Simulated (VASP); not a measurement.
Consider the following.

```
Tm
1.0
    1.75684    -3.04293     0.00000
    1.75684     3.04293     0.00000
    0.00000     0.00000     5.39512
Tm
2
Direct
  0.33333   0.66667   0.25000
  0.66667   0.33333   0.75000
```

All values below come from SCAN meta-GGA, VASP's PBE PAW potentials (set 64) (plane waves; VASP). Settings: 520 eV cut-off, 13×13×8 Γ-centred mesh, tetrahedra with Blöchl corrections, potentials Tm_3.

The 4f electrons are frozen in the core of the lanthanide potential, so 4f levels, which can set the real gap, and their magnetism are missing.

Estimate the energy per atom (σ→0), band gap (over mesh and band path) with the smallest direct gap where there is one.

- band gap (over mesh and band path): none (metal, semimetal or under 0.01 eV)
- energy per atom (σ→0): -51.850 eV/atom

The absolute energy has meaning only against runs of the same code, potentials and settings.

The compound is Tm in the hcp structure. It was relaxed first.
